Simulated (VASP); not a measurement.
Data:

```
TiC
1.0
    0.00000     2.16756     2.16756
    2.16756     0.00000     2.16756
    2.16756     2.16756     0.00000
Ti C
1 1
Direct
  0.00000   0.00000   0.00000
  0.50000   0.50000   0.50000
```

Level of theory: optB88-vdW, VASP's PBE PAW potentials (set 64) (plane waves; VASP 6.6.1). Numerical set-up: 520 eV cut-off, 16×16×16 Γ-centred mesh, tetrahedra with Blöchl corrections, potentials Ti_sv C.

Q: Tabulate the total density of states (states/eV per cell) against energy (eV; zero at the valence-band maximum or, without a gap, the Fermi level).

A: 
| E (eV) | DOS (states/eV) |
|---|---|
| -9.98 | 1.15 |
| -9.86 | 1.23 |
| -9.62 | 1.62 |
| -9.50 | 2.01 |
| -9.26 | 1.28 |
| -9.14 | 0.64 |
| -8.90 | 0.07 |
| -8.78 | 0.00 |
| -8.66 | 0.00 |
| -8.42 | 0.00 |
| -8.30 | 0.00 |
| -8.06 | 0.00 |
| -7.94 | 0.00 |
| -7.82 | 0.00 |
| -7.58 | 0.00 |
| -7.46 | 0.00 |
| -7.22 | 0.00 |
| -7.10 | 0.00 |
| -6.86 | 0.00 |
| -6.74 | 0.00 |
| -6.62 | 0.00 |
| -6.38 | 0.00 |
| -6.26 | 0.00 |
| -6.02 | 0.00 |
| -5.90 | 0.00 |
| -5.78 | 0.00 |
| -5.54 | 0.12 |
| -5.42 | 0.17 |
| -5.18 | 0.28 |
| -5.06 | 0.33 |
| -4.82 | 0.46 |
| -4.70 | 0.56 |
| -4.58 | 0.70 |
| -4.34 | 1.02 |
| -4.22 | 1.07 |
| -3.98 | 1.28 |
| -3.86 | 1.41 |
| -3.74 | 1.16 |
| -3.50 | 1.00 |
| -3.38 | 1.03 |
| -3.14 | 0.97 |
| -3.02 | 2.24 |
| -2.78 | 2.37 |
| -2.66 | 2.39 |
| -2.54 | 2.83 |
| -2.30 | 2.58 |
| -2.18 | 2.02 |
| -1.94 | 1.54 |
| -1.82 | 1.38 |
| -1.70 | 1.24 |
| -1.46 | 0.96 |
| -1.34 | 0.85 |
| -1.10 | 0.69 |
| -0.98 | 0.63 |
| -0.74 | 0.52 |
| -0.62 | 0.47 |
| -0.50 | 0.38 |
| -0.26 | 0.23 |
| -0.14 | 0.22 |
| 0.10 | 0.30 |
| 0.22 | 0.33 |
| 0.34 | 0.37 |
| 0.58 | 0.48 |
| 0.70 | 0.57 |
| 0.94 | 0.71 |
| 1.06 | 0.74 |
| 1.30 | 0.85 |
| 1.42 | 0.93 |
| 1.54 | 1.01 |
| 1.78 | 1.15 |
| 1.90 | 1.22 |
| 2.14 | 1.48 |
| 2.26 | 1.68 |
| 2.38 | 2.01 |
| 2.62 | 1.74 |
| 2.74 | 3.62 |
| 2.98 | 3.00 |
| 3.10 | 2.12 |
| 3.34 | 0.71 |
| 3.46 | 2.11 |
Within 2 eV below the Fermi level the largest weight inside VASP's projection spheres is Ti d, then C p.

The compound is TiC in the rock salt structure. It was relaxed first.
